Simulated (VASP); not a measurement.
VASP ran on this input.

**INCAR**
```
SYSTEM = RhC
PREC = Accurate
ENCUT = 520
EDIFF = 1E-6
NELM = 100
ALGO = Normal
LREAL = .FALSE.
LASPH = .TRUE.
ISMEAR = 0
SIGMA = 0.05
GGA = PE
LMAXMIX = 4
LWAVE = .FALSE.
LCHARG = .FALSE.
ISIF = 2
```

**POSCAR**
```
RhC
1
    3.7205932360     0.0000000000     0.0000000000
   -1.8602757487     3.2220789203     0.0000000000
    0.0000000000     0.0000000000     5.1854841006
Rh C
2 2
Direct
  0.0000000000   0.0000000000   0.0000000000
  0.0000000000   0.0000000000   0.5000000000
  0.3333330000   0.6666670000   0.2500000000
  0.6666670000   0.3333330000   0.7500000000
```

### KPOINTS
```
Automatic mesh
0
Gamma
5 5 4
0 0 0
```

POTCAR, in this order: Rh_pv C (PBE.64 set). Program: vasp_std.

Output

standard output:
```
 POSCAR found type information on POSCAR RhC
 POSCAR found :  2 types and       4 ions
 Reading from existing POTCAR
 Reading from existing POTCAR

 -----------------------------------------------------------------------------
|                                                                             |
|           W    W    AA    RRRRR   N    N  II  N    N   GGGG   !!!           |
|           W    W   A  A   R    R  NN   N  II  NN   N  G    G  !!!           |
|           W    W  A    A  R    R  N N  N  II  N N  N  G       !!!           |
|           W WW W  AAAAAA  RRRRR   N  N N  II  N  N N  G  GGG   !            |
|           WW  WW  A    A  R   R   N   NN  II  N   NN  G    G                |
|           W    W  A    A  R    R  N    N  II  N    N   GGGG   !!!           |
|                                                                             |
|     Inconsistent Bravais lattice types found for crystalline and            |
|     reciprocal lattice:                                                     |
|                                                                             |
|        Crystalline: hexagonal                                               |
|        Reciprocal : base centered orthorhombic                              |
|                    (instead of hexagonal)                                   |
|                                                                             |
|     In most cases this is due to inaccuracies in the specification of       |
|     the crytalline lattice vectors.                                         |
|                                                                             |
|     Suggested SOLUTIONS:                                                    |
|      ) Refine the lattice parameters of your structure,                     |
|      ) and/or try changing SYMPREC.                                         |
|                                                                             |
 -----------------------------------------------------------------------------

 LDA part: xc-table for (Slater+PW92), standard interpolation

 -----------------------------------------------------------------------------
|                                                                             |
|     EEEEEEE  RRRRRR   RRRRRR   OOOOOOO  RRRRRR      ###     ###     ###     |
|     E        R     R  R     R  O     O  R     R     ###     ###     ###     |
|     E        R     R  R     R  O     O  R     R     ###     ###     ###     |
|     EEEEE    RRRRRR   RRRRRR   O     O  RRRRRR       #       #       #      |
|     E        R   R    R   R    O     O  R   R                               |
|     E        R    R   R    R   O     O  R    R      ###     ###     ###     |
|     EEEEEEE  R     R  R     R  OOOOOOO  R     R     ###     ###     ###     |
|                                                                             |
|     IBZKPT: not all point group operations associated with the symmetry     |
|     operators of the crystalline lattice are members of the point group     |
|     of the reciprocal lattice.                                              |
|                                                                             |
|       ---->  I REFUSE TO CONTINUE WITH THIS SICK JOB ... BYE!!! <----       |
|                                                                             |
 -----------------------------------------------------------------------------
```

Q: Read input and log: which fault does this run have?
A. the lattice vectors carry noise near SYMPREC
B. the lattice was typed in bohr, and VASP reads ångström
C. LEPSILON was set for a metal
D. EDIFFG is positive, so the stop tests the energy change and not the forces

A: A, the lattice vectors carry noise near SYMPREC. VASP stops with an error: IBZKPT: not all point group operations associated with the symmetry operators of the crystalline lattice are members of the point group of the reciprocal lattice. ----> I REFUSE TO CONTINUE WITH THIS SICK JOB ... BYE!!! <----

To mend it, correct POSCAR.
File POSCAR:
```
RhC
1
    3.7205760000     0.0000000000     0.0000000000
   -1.8602880000     3.2221140000     0.0000000000
    0.0000000000     0.0000000000     5.1855730000
Rh C
2 2
Direct
  0.0000000000   0.0000000000   0.0000000000
  0.0000000000   0.0000000000   0.5000000000
  0.3333330000   0.6666670000   0.2500000000
  0.6666670000   0.3333330000   0.7500000000
```
The mended run (PBE GGA, plane waves, VASP's PBE PAW potentials (set 64)) converges, and its OSZICAR ends with
```
   1 F= -.24821669E+02 E0= -.24819846E+02  d E =-.364660E-02
```

The structure was generated: RhC was put into the NiAs type (P6_3/mmc), which need not be its known phase. The cell was not relaxed at this level.
